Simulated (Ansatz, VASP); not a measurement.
# SnTe: VASP beside Ansatz, part 2 of 2

Aim: how closely do two programs agree when they are given the same cell, functional and k mesh? The cell is taken from a series of VASP runs on this material, whose earlier steps may have relaxed, scaled or displaced it; both programs get it as it stands.

VASP 6.6.1 and Ansatz 0.2.0.

So far: Set-up; VASP: relaxation of cell and atoms, r2SCAN with rVV10.

### Step 3. Ansatz: relaxation of cell and atoms, r2SCAN with rVV10

Level of this step: Ansatz beside VASP: Kohn-Sham DFT, plane waves, r2SCAN with rVV10 (Ansatz).

Ansatz runs on its default PAW (the set named soft_2) files.

The same cell, functional, mesh and smearing now go to Ansatz, which takes its cutoff from its data sets.

input.yaml

```yaml
crystal:
  lattice:
    - [0.0, 3.1877545079, 3.1877545079]
    - [3.1877545079, 0.0, 3.1877545079]
    - [3.1877545079, 3.1877545079, 0.0]
  atoms:
    - { symbol: Te, position: [0.5, 0.5, 0.5] }
    - { symbol: Sn, position: [0.0, 0.0, 0.0] }
hamiltonian:
  xc: r2scan
  pseudopotentials: { kind: paw }
  dispersion: rvv10
kpoints:
  mp_grid: { grid: [6, 6, 6] }
scf:
  occupations: { method: gaussian, width: 0.03 }
relax:
  f_tol: 0.01
  max_steps: 60
  cell: { stress_tol: 0.05 }
output:
  forces: true
  stress: true
```

Command:

```sh
> ansatz run input.yaml --threads 4 --pin off --max-ram 9216MiB --backend cpu --events-out ev --progress --plain --runs-dir out
```

Numbers of over 12 decimals in the logs are rounded to 6 here.

Output:

```text
Engine: ansatz 0.2.0, aarch64-unknown-linux-gnu
Pseudopotentials: kind: paw
Pseudopotential: Te, paw, valence charge 16, recommended cutoff 500 eV (meta_gga), Te.paw.azcp
Pseudopotential: Sn, paw, valence charge 14, recommended cutoff 500 eV (meta_gga), Sn.paw.azcp
Functional definition: r2SCAN+rVV10
  parameter k0 = 0.174
  parameter k1 = 0.065
  parameter a1 = 4.9479
  exchange = r2scan_x(k0 = k0, k1 = k1, a1 = a1)
  correlation = r2scan_c + rvv10(11.95, 0.0093)
Crystal: 2 atoms, lattice volume = 64.787 Å³
Basis set: ecut = 500 eV, 1639 PW (Γ), exchange–correlation on 160×160×160 points (64 copies of the dense FFT grid, shifted against one another)
Bands: 19, of which v1, the nominal top of the filled ones, is band 15 counted from 1 (14 counted from 0)
Symmetry: 48 space group operations
Space group: Fm-3m (ITA 225), of the structure as read, at distance tolerance 4.0e-5 Å
k-points: 16 of 216
Non-local potential: Te, projectors of the file, l = 0: 2, l = 1: 2, l = 2: 2, l = 3: 2
Non-local potential: Sn, projectors of the file, l = 0: 2, l = 1: 2, l = 2: 2, l = 3: 2
PAW form: soft (Blöchl's): semilocal exchange-correlation on the pseudo side does not see the compensation charge
rVV10 density: all electrons in the spheres
PAW frozen core: Te, regenerated for the run's functional (the file was generated under x = pbe(κ = 0.804, μ = 0.219515), c = pbe(β = 0.066725))
PAW frozen core: Sn, regenerated for the run's functional (the file was generated under x = pbe(κ = 0.804, μ = 0.219515), c = pbe(β = 0.066725))
PAW one-centre angular grid: Te, 590 points (default); XC on 160 Gauss nodes
PAW one-centre angular grid: Sn, 590 points (default); XC on 249 of its mesh's 2787 points in the sphere
Initial density: superposition of atomic densities (neutral atoms: chi_scale 0, normalization atom), corrected by the library's trained network
Initial wavefunctions: pseudopotential atomic-orbital guess
Functional: x = r2scan, c = r2scan + rvv10(b = 11.95, C = 0.0093); τ floored in thin density (d = 2e-4 eV/Å³)
SCF iter   1: F=—  HF=-13030.043774 eV  |F-HF|=—  |Δ(HF+E_count)|=         —  Δρ=3.24e-3  dr2=4.16e-3  dr2_τ=5.33e-4  ethr=1.77e-3  ⟨swp⟩=6.8  Hψ=1652  notcnv=0
preconditioner: auto → none  [insulator: Δε(μ)=0.084 eV  Ē_g=8.989 eV  σ=0.030 eV  W_gap=0.95  n_scr=14 (ndim 8)  ℏωp=14.6 eV  f_vac=0.012  D(μ)=0.19/eV (n_scr^D=0)  ε∞_Penn≈3.6]
SCF iter   2: F=—  HF=-13030.051440 eV  |F-HF|=—  |Δ(HF+E_count)|=   7.67e-3  Δρ=1.27e-3  dr2=7.99e-4  dr2_τ=2.56e-5  ethr=1.39e-5  ⟨swp⟩=2.0  Hψ=656  notcnv=0
SCF iter   3: F=—  HF=-13030.051701 eV  |F-HF|=—  |Δ(HF+E_count)|=   2.61e-4  Δρ=4.37e-4  dr2=1.00e-4  dr2_τ=3.88e-6  ethr=2.66e-6  ⟨swp⟩=2.0  Hψ=544  notcnv=0
SCF iter   4: F=—  HF=-13030.051673 eV  |F-HF|=—  |Δ(HF+E_count)|=   2.80e-5  Δρ=1.41e-4  dr2=4.60e-6  dr2_τ=2.22e-7  ethr=3.33e-7  ⟨swp⟩=2.0  Hψ=456  notcnv=0
SCF iter   5: F=—  HF=-13030.051676 eV  |F-HF|=—  |Δ(HF+E_count)|=   2.56e-6  Δρ=3.34e-5  dr2=1.42e-6  dr2_τ=7.80e-9  ethr=1.53e-8  ⟨swp⟩=2.0  Hψ=544  notcnv=0
SCF iter   6: F=-13030.051675 eV  HF=-13030.051675 eV  |F-HF|=3.59e-8  |Δ(HF+E_count)|=   3.41e-7  Δρ=8.64e-6  dr2=6.11e-8  dr2_τ=8.61e-10  ethr=3.33e-10  ⟨swp⟩=3.8  Hψ=1320  notcnv=0
SCF 1 converged in 6 iterations: F = -13030.051675 eV  dr2 = 6.11e-8
  greatest PAW one-centre occupation: 0.997 electrons in one spin orbital (limit 2), on the Te atom at site 0 (counted from 0), in its partial waves of l = 2
relax step   1: F+E_penalty+E_count = -13030.05167526 eV  Δ(F+E_penalty+E_count) = +0.000e0 eV  max|allowed force component| = 5.943e-29 eV/Å  Δτ_max = 0.0000 Å  P = -0.776 GPa  Ω = 64.787 Å³  (6 SCF iters, dr2 threshold 1.00e-7 eV, accepted)
[...]
relax step   2: F+E_penalty+E_count = -13030.05420040 eV  Δ(F+E_penalty+E_count) = -2.525e-3 eV  max|allowed force component| = 3.550e-29 eV/Å  Δτ_max = 0.0000 Å  P = +0.253 GPa  Ω = 63.315 Å³  energy of the carried Pulay correction = +1.042e-4 eV  (6 SCF iters, dr2 threshold 2.00e-7 eV, accepted)
[...]
relax step   3: F+E_penalty+E_count = -13030.05446177 eV  Δ(F+E_penalty+E_count) = -2.614e-4 eV  max|allowed force component| = 1.045e-29 eV/Å  Δτ_max = 0.0000 Å  P = +0.005 GPa  Ω = 63.670 Å³  energy of the carried Pulay correction = +7.878e-5 eV  (5 SCF iters, dr2 threshold 1.60e-7 eV, accepted)
[...]
relax step   4: F+E_penalty+E_count = -13030.05438142 eV  Δ(F+E_penalty+E_count) = +8.035e-5 eV  max|allowed force component| = 6.311e-30 eV/Å  Δτ_max = 0.0000 Å  P = +0.003 GPa  Ω = 63.670 Å³  stress off target by 3.03e-3 GPa  SCF on the basis re-selected at this cell (its energy is not comparable with the rows above)  (4 SCF iters)
basis re-selected at this cell: Δ(F+E_penalty+E_count) = +8.035e-5 eV, ΔP = -0.002 GPa vs the last step (what re-selecting the basis moved, of the pressure what is left beyond the Pulay correction that the steps carried, after the strain that the cell walked since its last selection, with what the two solves' SCF thresholds leave and, on support functions, any second-order correction that the steps lacked; it is no m [...]
SCF converged after 4 iterations
Free energy (F): -13030.054381 eV
Harris-Foulkes:  -13030.054381 eV  (|F-HF|=1.84e-10)
Internal energy: -13030.054159 eV  (E = F + TS)
E sigma→0 (E₀):  -13030.054270 eV
Entropy (-TS):   -0.000222 eV (-0.111 meV/atom)
Fermi energy:    9.529975 eV
--- Per-component energies (eV) ---
  E_band       = -382.013550
  E_kinetic    = 365.050116
  E_local      = -2179.226378  (includes V_loc(G=0)·N_el)
  E_nonlocal   = -343.692698
  E_hartree    = 1364.158164
  E_xc         = -486.843009
  E_vxc        = -216.276517  (∫ρ·V_xc dr)
  E_paw        = -8842.099826  (= ΣΔE_a)
  E_vpaw       = -749.561353  (= ΣTr[D̂ρ^β])
  E_aug_tail   = 0.000015  (compensation charges beyond the density's cutoff)
  E_vtau       = 13.376973  (kinetic-family band-sum trace: ∫τ·v_τ [+ j·A + Jᵃ·Aᵃ] dr)
  E_ewald      = -2908.420718
  E_core_change = 1.020175  (= ΣΔE_core)
  E_smearing   = -0.000222  (= −TS)
  E_closure    = 0.000000  (closes the sum)
  Σ components = -13030.054381   (vs F -13030.054381, Δ=0.00e0)
--- Forces (eV/Å), atoms counted from 1 ---
  atom   1  Te     0.00000000     0.00000000    -0.00000000
  atom   2  Sn    -0.00000000     0.00000000    -0.00000000
  max |Σ_I F_I| component: 1.47e-29 eV/Å
--- Stress (GPa, compression-positive) ---
        0.003033      -0.000000      -0.000000
       -0.000000       0.003033      -0.000000
       -0.000000      -0.000000       0.003033
  P = ⅓ Tr σ = 0.0030 GPa (0.030 kbar)
--- Relaxed structure (3 steps of the walk, 3 accepted, 1 SCFs on fresh bases) ---
  F+E_penalty+E_count = -13030.05438142 eV   max|allowed force component| = 6.311e-30 eV/Å   (the final SCF, on the basis selected at the relaxed cell)
  cell:  # Å, volume = 63.6704 Å³
    - [0, 3.169343, 3.169343]
    - [3.169343, 0, 3.169343]
    - [3.169343, 3.169343, 0]
  atoms:
    - { symbol: Te, position: [0.5, 0.5, 0.5] }
    - { symbol: Sn, position: [0, 0, 0] }
```

Run time: 14 s. Hardware: 4 threads of Arm Neoverse N1, shared host; peak memory 0.65 GiB; 51 s of CPU time.

### Step 4. Side by side

Known differences besides the potentials themselves: VASP keeps PBE cores, Ansatz makes them for the functional; both relaxations stop at a tolerance, which leaves soft axes loose, and VASP keeps its plane-wave basis; the data sets hold 30 valence electrons in Ansatz (default PAW (the set named soft_2) files) and 20 in VASP; the cutoff is 500 eV in Ansatz and 450 eV in VASP; Ansatz adds a Pulay correction to the stress that steers its cell, VASP none. Total energies have different zeros and are not compared.

The two programs side by side:

```
                                         quantity  Ansatz   VASP  difference
                                      volume (Å³)   63.67  63.91     -0.37 %
edge a after relaxation, in the typed setting (Å)   4.482  4.488     -0.12 %
```

The walks stopped with 0.00 GPa left in Ansatz and 0.03 GPa in VASP; each walk ends within a tolerance, so the volume difference is uncertain by about these residues over the bulk modulus, most in soft cells.

### Step 5. Results

| Property | Result |
| --- | --- |
| difference in volume (relaxation of cell and atoms, r2SCAN with rVV10) | -0.37 % |

**Reading.** The difference in volume is -0.37 % (relaxation of cell and atoms, r2SCAN with rVV10), within the 1.2 % picked in this series as the mark of a large difference, as far as the stopping tolerances let one tell. How closely two codes agree says nothing of how well the functional describes the real material.

[Lines on the potential files, build, host, timing and source positions are cut from VASP's logs without a mark.]

[Logs are printed without paths, hosts, clocks, repeated set-up lines and the standing remarks that a program may print on its own settings, such as how far it seeks lower states.]

[Hosts, paths, dates, database ids (printed as entryN), source tags and the programs' standing remarks are cut or masked in the printed files.]
